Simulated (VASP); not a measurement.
Write the native input for VASP 6.6.1 that does the following.

- Task: relaxation of cell and atoms
- Functional: PBEsol
- Potentials or basis: VASP PAW PBE potentials, release 64 (Ga_d, Al, O)
- Cutoff: 600 eV
- k mesh: 6 × 6 × 6
- Occupations: gaussian, width 0.02 eV
- Spin: no spin polarisation
- Further INCAR settings: ALGO = Fast; EDIFF = 1e-06; IBRION = 2; EDIFFG = -0.01; NSW = 60; ISIF = 3

The structure of Al3GaO6 lies in POSCAR:

```
Al3GaO6
1.0
   -2.4236351600      4.1978592400      0.0000000000
   -4.8472703300      0.0000000000      0.0000000000
   -2.4236351600      1.3992864100      4.4105213400
Ga Al O
1 3 6
Direct
    0.3520960000      0.3520960000      0.9437120000
    0.1479040000      0.1479040000      0.5562880000
    0.8520960000      0.8520960000      0.4437120000
    0.6479040000      0.6479040000      0.0562880000
    0.2500000000      0.5561455000      0.2500000000
    0.4438545000      0.0561455000      0.7500000000
    0.5561455000      0.9438545000      0.2500000000
    0.9438545000      0.2500000000      0.2500000000
    0.0561455000      0.7500000000      0.7500000000
    0.7500000000      0.4438545000      0.7500000000
```

The cell comes from a database or a generator and needn't be the stable form of this composition.

One way to write it, as run:

INCAR

```
SYSTEM = Al3GaO6
PREC     = Accurate       ! precision mode
ENCUT    = 600            ! plane-wave cutoff, eV
EDIFF    = 1E-6           ! SCF threshold, eV
ISMEAR   = 0              ! smearing method
SIGMA    = 0.02           ! smearing width, eV
LREAL    = .FALSE.        ! projectors in reciprocal space
LASPH    = .TRUE.         ! aspherical terms in the spheres
NELM     = 100            ! most SCF steps
ALGO     = Fast           ! electronic algorithm
ISIF     = 3              ! what is computed and relaxed
LWAVE    = .FALSE.        ! write WAVECAR
LCHARG   = .FALSE.        ! write CHGCAR
GGA      = PS             ! functional
IBRION   = 2              ! ionic algorithm
NSW      = 60             ! ionic steps
EDIFFG   = -0.01          ! ionic threshold
KPAR     = 8
```

KPOINTS

```
regular mesh
0
G
  6 6 6
  0 0 0
```

Potentials or basis: VASP PAW PBE potentials, release 64 (Ga_d, Al, O).

The run is started by

```console
$ cat potpaw_PBE.64/Ga_d/POTCAR potpaw_PBE.64/Al/POTCAR potpaw_PBE.64/O/POTCAR > POTCAR
$ mpirun -np 8 vasp_std > vasp.out
```

Results of the run:

- Relaxed volume: 8.83 Å³/atom
- Relaxed cell: a = 4.830 Å, b = 4.830 Å, c = 5.185 Å, α = 62.24°, β = 62.24°, γ = 60.00°
- Space group after relaxing (to 0.05 Å): R3 (No. 146)
- Energy gained by relaxing: 21.9 meV/atom
- Ionic steps: 12
- Pressure after relaxing: 0.0 GPa
- Largest force after relaxing: 0.007 eV/Å
- Band gap on the k mesh: 4.80 eV, indirect (least direct gap 4.88 eV)

Caveat: the PAW data sets were made with another functional, which shifts forces and pressure a little.

It took 4.5 min on 8 MPI ranks on Intel(R) Xeon(R) Platinum 8488C (Sapphire Rapids) (shared host), peak memory 0.38 GiB a rank.
